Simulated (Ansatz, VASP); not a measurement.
**One calculation of AgB2, two programs**

```xyz
3
Lattice="3.1245 0.0000 0.0000 -1.5623 2.7059 0.0000 0.0000 0.0000 4.1951" Properties=species:S:1:pos:R:3 pbc="T T T"
Ag    0.0000    0.0000    0.0000
B     0.0000    1.8039    2.0976
B     1.5623    0.9020    2.0976
```

The cell comes from a database or a generator and needn't be the stable form of this composition.

Alike in both runs: task single point; functional PBEsol; k mesh 11 × 11 × 7; no spin polarisation.

|  | VASP | Ansatz |
| --- | --- | --- |
| version | VASP 6.6.1 | Ansatz 0.2.0 |
| potentials or method | VASP PAW PBE potentials, release 64 (Ag, B) | plane waves, PAW |
| plane-wave cutoff (eV) | 520 | 653 |
| occupations | methfessel-paxton of order 1, width 0.1 eV | methfessel-paxton of order 1 |
| valence electrons in the cell | 17 | 25 |

```csv
,VASP,Ansatz,Ansatz less VASP
pressure (GPa),-16.6,-16.6,-0.01
largest component of the traceless stress (GPa),2.20,2.32,+0.126
```

The two sets of potentials don't hold the same shells in valence.

Caveats: so large a pressure means that the cell lies far from this level's equilibrium, or that cutoff or potentials fall short (VASP); the potentials were made for another functional, which shifts forces and pressure (VASP).
